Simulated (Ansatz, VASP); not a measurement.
# Ga2S3 in two plane-wave programs

Aim: how closely do two programs agree when they are given the same cell, functional and k mesh? The cell is taken from a series of runs on this material, whose earlier steps may have relaxed, scaled, displaced or heated it; both programs get it as it stands.

Program: Ansatz 0.2.0. Level of theory: plane waves, with VASP 6.6.1 beside it; single point at LDA and single point at LDA, spin-orbit coupling. Results are calculated unless marked as measured.

### 1. Starting point

Symmetry: Cc, No. 9, monoclinic system. Conventional cell: a = 11.107 Å, b = 6.395 Å, c = 7.021 Å, α = 90.00°, β = 121.17°, γ = 90.00°. Nearest to Ga lie 4 S at 2.19 to 2.33 Å. Ga has 4 S at 2.20 to 2.32 Å nearest. Nearest to S lie 2 Ga at 2.19 to 2.20 Å. Nearest to S lie 3 Ga at 2.31 to 2.32 Å. Nearest to S lie 3 Ga at 2.31 to 2.33 Å. Farther neighbours and most contacts between anions are not listed.

As a file:

```cif
data_structure
_symmetry_space_group_name_H-M 'P 1'
_symmetry_Int_Tables_number 1
_cell_length_a 6.4082
_cell_length_b 6.4082
_cell_length_c 7.0210
_cell_angle_alpha 116.650
_cell_angle_beta 116.650
_cell_angle_gamma 59.863
_cell_volume 213.35
loop_
_atom_site_label
_atom_site_type_symbol
_atom_site_fract_x
_atom_site_fract_y
_atom_site_fract_z
_atom_site_occupancy
Ga1 Ga 0.63979 0.44447 0.12512 1
Ga2 Ga 0.44447 0.63979 0.62512 1
Ga3 Ga 0.26820 0.13232 0.11559 1
Ga4 Ga 0.13232 0.26820 0.61559 1
S5 S 0.90890 0.08110 0.98380 1
S6 S 0.08110 0.90890 0.48380 1
S7 S 0.43030 0.24530 0.49990 1
S8 S 0.24530 0.43030 0.99990 1
S9 S 0.59010 0.75810 0.00840 1
S10 S 0.75810 0.59010 0.50840 1
```

### 2. Ansatz: single point, LDA

Ansatz runs on its PAW soft_1 files.

A single point gives forces, pressure and levels at one fixed geometry, so differences don't come from the geometry; what else differs is listed under the comparison.

File input.yaml:

```yaml
crystal:
  lattice:
    - [5.5535, -3.1975, 0.0]
    - [5.5535, 3.1975, 0.0]
    - [-3.6339226554, 0.0, 6.0074160114]
  atoms:
    - { symbol: Ga, position: [0.63979, 0.44447, 0.12512] }
    - { symbol: Ga, position: [0.44447, 0.63979, 0.62512] }
    - { symbol: Ga, position: [0.2682, 0.13232, 0.11559] }
    - { symbol: Ga, position: [0.13232, 0.2682, 0.61559] }
    - { symbol: S, position: [0.9089, 0.0811, 0.9838] }
    - { symbol: S, position: [0.0811, 0.9089, 0.4838] }
    - { symbol: S, position: [0.4303, 0.2453, 0.4999] }
    - { symbol: S, position: [0.2453, 0.4303, 0.9999] }
    - { symbol: S, position: [0.5901, 0.7581, 0.0084] }
    - { symbol: S, position: [0.7581, 0.5901, 0.5084] }
kpoints:
  mp_grid: { grid: [4, 4, 4] }
  band_path:
    path:
      - [[0.0, 0.0, 0.0], [-0.36320096, 0.36320096, 0.0]]
      - [[-0.63679904, -0.36320096, 0.0], [-0.5, -0.5, 0.0], [0.0, 0.0, 0.0], [-0.5, -0.5, 0.5], [-0.72948728, -0.27051272, 0.5]]
      - [[-0.27051272, 0.27051272, 0.5], [0.0, 0.0, 0.5], [0.0, 0.0, 0.0]]
      - [[-0.5, 0.0, 0.5], [0.0, 0.0, 0.0], [-0.5, 0.0, 0.0]]
    npoints: 10
hamiltonian:
  xc: lda
  pseudopotentials: { kind: paw, azcp: { folder: soft_1 }, xc_functional: pbe }
scf:
  occupations: { method: fermi_dirac, width: 0.02 }
  n_extra_bands: 7
output:
  eigenvalues: true
  write_density: true
  write_potential: true
  elf: true
  volumetric_format: npy
```

Started as:

```sh
> ansatz run input.yaml --threads 3 --pin off --max-ram 92160MiB --backend cuda --events-out ev --progress --plain --runs-dir out --devices 1 --max-vram 13GiB
```

Numbers of over 12 decimals in the logs are rounded to 6 here.

The log of the run:

```text
scf.n_extra_bands = 7 over 44 filled bands (N_el = 88.0): the run solves 51 bands
GPUs: using 1 of 1 available (devices: 1).
Engine: ansatz 0.2.0, x86_64-unknown-linux-gnu
Pseudopotentials: kind: paw
Pseudopotential: Ga, paw, valence charge 13, recommended cutoff 420 eV (normal), soft_1/Ga.paw.azcp
Pseudopotential: S, paw, valence charge 6, recommended cutoff 420 eV (normal), soft_1/S.paw.azcp
Functional definition: SPW92
  exchange = slater_x
  correlation = pw_c
device memory: the entry about to start is reckoned to put 3.7 GiB on a device that reports 33.2 GiB free (of which the cap on the GPU budget leaves the run 13.0 GiB)
GPU FFT provider: cuFFT
GPU libraries: cuBLAS 13.8.2, cuFFT 12.4.0, cuSOLVER 12.3.4
Crystal: 10 atoms, lattice volume = 213.351 Å³
Basis set: ecut = 420 eV, 4167 PW (Γ)
Bands: 51, of which v1, the nominal top of the filled ones, is band 44 counted from 1 (43 counted from 0)
Symmetry: 2 space group operations
Space group: Cc (ITA 9), of the structure as read, at distance tolerance 6.0e-5 Å
k-points: 24 of 64 (time reversal used)
Non-local potential: Ga, projectors of the file, l = 0: 2, l = 1: 2, l = 2: 3, l = 3: 1
Non-local potential: S, projectors of the file, l = 0: 2, l = 1: 2, l = 2: 1
PAW form: soft (Blöchl's): semilocal exchange-correlation on the pseudo side does not see the compensation charge
PAW frozen core: Ga, regenerated for the run's functional, and the local potential with it (the file was generated under x = pbe(κ = 0.804, μ = 0.219515), c = pbe(β = 0.066725))
PAW frozen core: S, regenerated for the run's functional, and the local potential with it (the file was generated under x = pbe(κ = 0.804, μ = 0.219515), c = pbe(β = 0.066725))
PAW one-centre angular grid: Ga, 590 points (default); XC on 64 Gauss nodes
PAW one-centre angular grid: S, 110 points (default); XC on 64 Gauss nodes
Initial density: superposition of atomic densities (chi_scale 0.1, normalization cell, long waves kept (reshape's long-wave potential 0.05 eV rms))
Initial wavefunctions: pseudopotential atomic-orbital guess
GPU buffer pool allocated for 97200 grid points (all kernels)
GPU transforms: local potential and band sums: pruned to the plane-wave sphere, on 45×45×48
Functional: x = slater, c = lda
SCF iter   1: F=—  HF=-20053.031610 eV  |F-HF|=—  |Δ(HF+E_count)|=         —  Δρ=4.88e-2  dr2=3.49e0  ethr=3.10e-3  ⟨swp⟩=8.5  Hψ=5631  notcnv=0
preconditioner: auto → Resta (q_TF=auto, 2.354 Å⁻¹)  ε∞=4.0  [insulator: Δε(μ)=1.989 eV  Ē_g=13.800 eV  σ=0.020 eV  W_gap=1.00  n_scr=52 (ndim 8)  ℏωp=23.8 eV  f_vac=0.000  D(μ)=0.00/eV (n_scr^D=0)  ε∞_Penn≈4.0]
SCF iter   2: F=—  HF=-20052.142996 eV  |F-HF|=—  |Δ(HF+E_count)|=   8.89e-1  Δρ=2.29e-2  dr2=8.56e-1  ethr=3.10e-3  ⟨swp⟩=4.0  Hψ=2621  notcnv=0  defer=72
SCF iter   3: F=—  HF=-20051.847070 eV  |F-HF|=—  |Δ(HF+E_count)|=   2.96e-1  Δρ=6.25e-3  dr2=6.83e-2  ethr=9.73e-4  ⟨swp⟩=3.0  Hψ=2438  notcnv=0  defer=72
SCF iter   4: F=—  HF=-20051.796033 eV  |F-HF|=—  |Δ(HF+E_count)|=   5.10e-2  Δρ=2.14e-3  dr2=1.02e-2  ethr=7.77e-5  ⟨swp⟩=3.0  Hψ=2394  notcnv=0  defer=72
SCF iter   5: F=—  HF=-20051.797305 eV  |F-HF|=—  |Δ(HF+E_count)|=   1.27e-3  Δρ=7.62e-4  dr2=1.70e-3  ethr=1.16e-5  ⟨swp⟩=2.0  Hψ=2304  notcnv=0  defer=72
SCF iter   6: F=—  HF=-20051.796973 eV  |F-HF|=—  |Δ(HF+E_count)|=   3.31e-4  Δρ=2.17e-4  dr2=1.48e-4  ethr=1.94e-6  ⟨swp⟩=2.5  Hψ=1939  notcnv=0  defer=72
SCF iter   7: F=—  HF=-20051.797072 eV  |F-HF|=—  |Δ(HF+E_count)|=   9.88e-5  Δρ=8.39e-5  dr2=2.12e-5  ethr=1.69e-7  ⟨swp⟩=2.8  Hψ=2467  notcnv=0  defer=72
SCF iter   8: F=—  HF=-20051.797198 eV  |F-HF|=—  |Δ(HF+E_count)|=   1.26e-4  Δρ=2.50e-5  dr2=1.66e-6  ethr=2.41e-8  ⟨swp⟩=3.0  Hψ=2268  notcnv=0  defer=72
SCF iter   9: F=—  HF=-20051.797199 eV  |F-HF|=—  |Δ(HF+E_count)|=   6.28e-7  Δρ=1.33e-5  dr2=4.33e-7  ethr=1.89e-9  ⟨swp⟩=2.0  Hψ=2208  notcnv=0  defer=72
SCF iter  10: F=-20051.797198 eV  HF=-20051.797199 eV  |F-HF|=5.45e-8  |Δ(HF+E_count)|=   2.23e-7  Δρ=4.10e-6  dr2=2.96e-8  ethr=1.14e-10  ⟨swp⟩=10.9  Hψ=4774  notcnv=0
SCF 1 converged in 10 iterations: F = -20051.797198 eV  dr2 = 2.96e-8
  greatest PAW one-centre occupation: 0.995 electrons in one spin orbital (limit 2), on the Ga atom at site 1 (counted from 0), in its partial waves of l = 2
device memory: the entry about to start is reckoned to put 4.2 GiB on a device that reports 32.3 GiB free (of which the cap on the GPU budget leaves the run 13.0 GiB)
NSCF: frozen V_eff on 94 k-points
SCF converged after 10 iterations
Free energy (F): -20051.797198 eV
Harris-Foulkes:  -20051.797199 eV  (|F-HF|=5.45e-8)
Internal energy: -20051.797198 eV  (E = F + TS)
E sigma→0 (E₀):  -20051.797198 eV
Fermi energy:    6.343821 eV
--- Per-component energies (eV) ---
  E_band       = -377.887656
  E_kinetic    = 1082.678366
  E_local      = -8025.758653  (includes V_loc(G=0)·N_el)
  E_nonlocal   = -145.708453
  E_hartree    = 4573.835717
  E_xc         = -778.694381
  E_vxc        = -720.023014  (∫ρ·V_xc dr)
  E_paw        = -11132.090361  (= ΣΔE_a)
  E_vpaw       = -1716.744318  (= ΣTr[D̂ρ^β])
  E_aug_tail   = -0.000850  (compensation charges beyond the density's cutoff)
  E_ewald      = -5633.891695
  E_core_change = 7.833111  (= ΣΔE_core)
  E_smearing   = -0.000000  (= −TS)
  E_closure    = 0.000000  (closes the sum)
  Σ components = -20051.797198   (vs F -20051.797198, Δ=0.00e0)
--- Band table (eV; the first three rows and the last of 24) ---
  k-point 0: bands = [... 40 lower, 4.4618, 4.8446, 4.9859, 5.5088, 7.1744, 7.7069, 8.5095, 8.7705, ... 3 higher]
  k-point 1: bands = [... 40 lower, 4.4688, 4.4815, 4.8970, 5.1799, 7.8504, 7.9860, 8.7449, 8.8745, ... 3 higher]
  k-point 2: bands = [... 40 lower, 4.3855, 4.3855, 4.9005, 4.9005, 8.2991, 8.2991, 9.0362, 9.0362, ... 3 higher]
  k-point 23: bands = [... 40 lower, 4.0094, 4.0094, 4.9173, 4.9173, 7.8982, 7.8982, 8.7139, 8.7139, ... 3 higher]
```

In the SCF lines HF is the Harris–Foulkes energy and dr2 the Hartree energy of the density residual, in eV; the loop may stop once dr2 is under the threshold and the program's other checks hold. Hψ counts applications of the Hamiltonian.

### 3. VASP: single point, LDA

The same cell, functional (in two slightly different forms), mesh and smearing now go to VASP, with its own data sets.

Lines of VASP's logs that name or quote its potential files are left out, and so is its time.

File INCAR:

```
SYSTEM = Ga2S3
PREC = Accurate
ENCUT = 400
EDIFF = 1E-06
NELM = 120
ISMEAR = -1
SIGMA = 0.02
LREAL = .FALSE.
ALGO = Normal
GGA = PW92
NBANDS = 54
LORBIT = 11
LWAVE = .FALSE.
LCHARG = .FALSE.
ISIF = 2
LASPH = .TRUE.
GGA_COMPAT = .FALSE.
EFERMI = MIDGAP
KPAR = 2
```

File POSCAR:

```
Ga2S3
1.0
    5.5535000000     -3.1975000000      0.0000000000
    5.5535000000      3.1975000000      0.0000000000
   -3.6339226554      0.0000000000      6.0074160114
Ga S
4 6
Direct
    0.6397900000      0.4444700000      0.1251200000
    0.4444700000      0.6397900000      0.6251200000
    0.2682000000      0.1323200000      0.1155900000
    0.1323200000      0.2682000000      0.6155900000
    0.9089000000      0.0811000000      0.9838000000
    0.0811000000      0.9089000000      0.4838000000
    0.4303000000      0.2453000000      0.4999000000
    0.2453000000      0.4303000000      0.9999000000
    0.5901000000      0.7581000000      0.0084000000
    0.7581000000      0.5901000000      0.5084000000
```

File KPOINTS:

```
Automatic mesh
0
Gamma
4 4 4
0 0 0
```

Potentials, in the order of the species: Ga_d and S (LDA family, release 64).

Started as:

```sh
> mpirun -np 2 vasp_std
```

The log of the run:

```text
[banner, memory and clock lines left out]
running    2 mpi-ranks, on    1 nodes
 distrk:  each k-point on    1 cores,    2 groups
 distr:  one band on    1 cores,    1 groups

 POSCAR found type information on POSCAR GaS
 POSCAR found :  2 types and      10 ions
|                                                                             |
|               ----> ADVICE to this user running VASP <----                  |
|                                                                             |
|     You enforced a specific xc type in the INCAR file but a different       |
|     [... a line on the potential file left out ...]
|     I HOPE YOU KNOW WHAT YOU ARE DOING!                                     |
|                                                                             |

 LDA part: xc-table for (Slater(with rela. corr.)+PW92), standard interpolation
 POSCAR, INCAR and KPOINTS ok, starting setup
 FFT: planning ... GRIDC
 FFT: planning ... GRID_SOFT
 FFT: planning ... GRID
 WAVECAR not read
 entering main loop
       N       E                     dE             d eps       ncg     rms          rms(c)
DAV:   1     0.834826896048E+03    0.83483E+03   -0.33611E+04  2806   0.193E+03
DAV:   2     0.107116330546E+03   -0.72771E+03   -0.70041E+03  2840   0.554E+02
DAV:   3    -0.391980983811E+02   -0.14631E+03   -0.14095E+03  3108   0.175E+02
DAV:   4    -0.508114774911E+02   -0.11613E+02   -0.11529E+02  3448   0.521E+01
DAV:   5    -0.511686308504E+02   -0.35715E+00   -0.35644E+00  3648   0.925E+00    0.157E+01
DAV:   6    -0.493764802614E+02    0.17922E+01   -0.31692E+00  4048   0.274E+01    0.109E+01
DAV:   7    -0.492175553989E+02    0.15892E+00   -0.19314E+00  3664   0.701E+00    0.293E+00
DAV:   8    -0.491951749157E+02    0.22380E-01   -0.41329E-01  3248   0.648E+00    0.182E+00
DAV:   9    -0.491939164469E+02    0.12585E-02   -0.46503E-02  3642   0.220E+00    0.391E-01
DAV:  10    -0.491932723428E+02    0.64410E-03   -0.73470E-03  3702   0.107E+00    0.147E-01
DAV:  11    -0.491935402581E+02   -0.26792E-03   -0.32975E-03  3188   0.793E-01    0.109E-01
DAV:  12    -0.491935644490E+02   -0.24191E-04   -0.59342E-04  3208   0.640E-01    0.627E-02
DAV:  13    -0.491935878179E+02   -0.23369E-04   -0.28889E-04  4020   0.148E-01    0.295E-02
DAV:  14    -0.491935916330E+02   -0.38151E-05   -0.39608E-05  2962   0.491E-02    0.126E-02
DAV:  15    -0.491935917502E+02   -0.11721E-06   -0.32143E-06  2048   0.545E-02
   1 F= -.49193592E+02 E0= -.49193592E+02  d E =-.106418E-19
```

From OUTCAR (step 3):

```text
ion  position               nearest neighbor table
   1  0.640  0.444  0.125-   5 2.19  10 2.31   8 2.31   9 2.33
   2  0.444  0.640  0.625-   6 2.19   9 2.31   7 2.31  10 2.33
   3  0.268  0.132  0.116-   5 2.20   8 2.31   7 2.32   9 2.32
   4  0.132  0.268  0.616-   6 2.20   7 2.31   8 2.32  10 2.32
   5  0.909  0.081  0.984-   1 2.19   3 2.20
   6  0.081  0.909  0.484-   2 2.19   4 2.20
   7  0.430  0.245  0.500-   4 2.31   2 2.31   3 2.32
   8  0.245  0.430  1.000-   3 2.31   1 2.31   4 2.32
   9  0.590  0.758  0.008-   2 2.31   3 2.32   1 2.33
  10  0.758  0.590  0.508-   1 2.31   4 2.32   2 2.33

  LATTYP: Found a base centered monoclinic cell.
 ALAT       =    11.1070000000
 B/A-ratio  =     0.5757630323
 C/A-ratio  =     0.6321238858
 COS(beta)  =    -0.5175790707

 Subroutine GETGRP returns: Found  2 space group operations
 (whereof  1 operations were pure point group operations)

The static configuration has the point symmetry C_1 .
 The point group associated with its full space group is C_1h.

 Found     24 irreducible k-points:

   k-points           NKPTS =     24   k-points in BZ     NKDIM =     24   number of bands    NBANDS=     54

   dimension x,y,z NGX =    42 NGY =   42 NGZ =   48
   dimension x,y,z NGXF=    84 NGYF=   84 NGZF=   96

   ENCUT  =  400.0 eV  29.40 Ry    5.42 a.u.  10.45 10.45 11.45*2*pi/ulx,y,z

   NELECT =      88.0000    total number of electrons

 k-points in reciprocal lattice and weights: Automatic mesh
   0.00000000  0.00000000  0.00000000       0.016
   0.25000000  0.00000000  0.00000000       0.062
   0.50000000  0.00000000  0.00000000       0.031
   0.25000000  0.25000000  0.00000000       0.031
   0.50000000  0.25000000  0.00000000       0.062
  -0.25000000  0.25000000  0.00000000       0.031
   0.50000000  0.50000000  0.00000000       0.016
   0.00000000  0.00000000  0.25000000       0.031
   0.25000000  0.00000000  0.25000000       0.062
[...]
-0.25000000  0.25000000  0.50000000       0.031
   0.50000000  0.50000000  0.50000000       0.016

 average (electrostatic) potential at core
       1 -67.8634       2 -67.8634       3 -67.8551       4 -67.8551       5 -87.5288
       6 -87.5288       7 -88.4360       8 -88.4360       9 -88.4113      10 -88.4113

 E-fermi :   4.2730

 k-point     1 :       0.0000    0.0000    0.0000
  band No.  band energies     occupation
    ...
     40       2.0769      2.00000
     41       2.3762      2.00000
     42       2.7587      2.00000
     43       2.9013      2.00000
     44       3.4259      2.00000
     45       5.1202      0.00000
     46       5.6458      0.00000
     47       6.4439      0.00000
     48       6.7066      0.00000
     49       7.5170      0.00000
    ...

 k-point     2 :       0.2500    0.0000    0.0000
  band No.  band energies     occupation
    ...
     40       1.5886      2.00000
     41       1.8939      2.00000
     42       2.3090      2.00000
     43       2.6232      2.00000
     44       3.3693      2.00000
     45       5.8225      0.00000
     46       6.0212      0.00000
     47       6.3402      0.00000
     48       6.7654      0.00000
     49       7.5254      0.00000
    ...

 k-point     3 :       0.5000    0.0000    0.0000
  band No.  band energies     occupation
    ...
     40       1.5402      2.00000
     41       1.9260      2.00000
     42       2.0502      2.00000
     43       2.2182      2.00000
     44       3.2903      2.00000
     45       5.7796      0.00000
     46       5.8869      0.00000
     47       6.4485      0.00000
     48       6.7055      0.00000
     49       7.2112      0.00000
    ...

  Total       -2.5622730     -2.3721797     -2.4450038      0.0000000      0.0000000      0.1635524
  in kB      -19.2415897    -17.8140692    -18.3609473      0.0000000      0.0000000      1.2282095
  external PRESSURE =     -18.4722021 kB  Pullay stress =       0.0000000 kB

  energy-cutoff  :      400.00
  volume of cell :      213.35
      direct lattice vectors                 reciprocal lattice vectors
     5.553500000 -3.197500000  0.000000000     0.090033312 -0.156372166  0.054461701
     5.553500000  3.197500000  0.000000000     0.090033312  0.156372166  0.054461701
    -3.633922655  0.000000000  6.007416011     0.000000000  0.000000000  0.166460921

 POSITION                                       TOTAL-FORCE (eV/Angst)
 -----------------------------------------------------------------------------------
      5.56676     -0.62454      0.75165        -0.026948      0.037526     -0.034943
      3.74980      0.62454      3.75536        -0.026948     -0.037526     -0.034943
      1.80424     -0.43448      0.69440         0.014304      0.030958     -0.025998
     -0.01272      0.43448      3.69811         0.014304     -0.030958     -0.025998
      1.92291     -2.64689      5.91010         0.044232     -0.016445     -0.013842
      3.73987      2.64689      2.90639         0.044232      0.016445     -0.013842
      1.93535     -0.59154      3.00311        -0.000359      0.012685      0.030604
      0.11839      0.59154      6.00682        -0.000359     -0.012685      0.030604
      7.45670      0.53718      0.05046        -0.031228     -0.011541      0.044178
      5.63974     -0.53718      3.05417        -0.031228      0.011541      0.044178
 -----------------------------------------------------------------------------------
    total drift:                               -0.000538     -0.000000     -0.001129

  FREE ENERGIE OF THE ION-ELECTRON SYSTEM (eV)
  ---------------------------------------------------
  free  energy   TOTEN  =       -49.1935917502 eV

  energy  without entropy=      -49.1935917502  energy(sigma->0) =      -49.19359175

 total charge
# of ion       s       p       d       tot
------------------------------------------
    1        0.840   0.809  10.066  11.715
    2        0.840   0.809  10.066  11.715
    3        0.841   0.803  10.065  11.708
    4        0.841   0.803  10.065  11.708
    5        1.348   2.372   0.000   3.720
    6        1.348   2.372   0.000   3.720
    7        1.341   2.378   0.000   3.719
    8        1.341   2.378   0.000   3.719
    9        1.341   2.375   0.000   3.716
   10        1.341   2.375   0.000   3.716
--------------------------------------------------
tot         11.420  17.473  40.261  69.155

[... 3 further parts left out ...]
```

The run ends at a pressure of -1.85 GPa, with forces up to 0.058 eV/Å.

### 4. Differences

Known differences besides the potentials themselves: the cutoff is 420 eV in Ansatz and 400 eV in VASP; VASP's log shows a relativistic correction to its local exchange, Ansatz's none. Total energies have different zeros and are not compared.

The two programs side by side:

```
              quantity  Ansatz   VASP  difference
gap on the k mesh (eV)   1.666  1.694      -0.029
```

A gap on the mesh is an upper bound, since the band edges may lie between its points.

(Continued in part 2 of 2.)

[Lines on the potential files, build, host, timing and source positions are cut from VASP's logs without a mark.]

[Logs are printed without paths, hosts, clocks, repeated set-up lines and the standing remarks that a program may print on its own settings, such as how far it seeks lower states.]

[Hosts, paths, dates, database ids (printed as entryN), source tags and the programs' standing remarks are cut or masked in the printed files.]
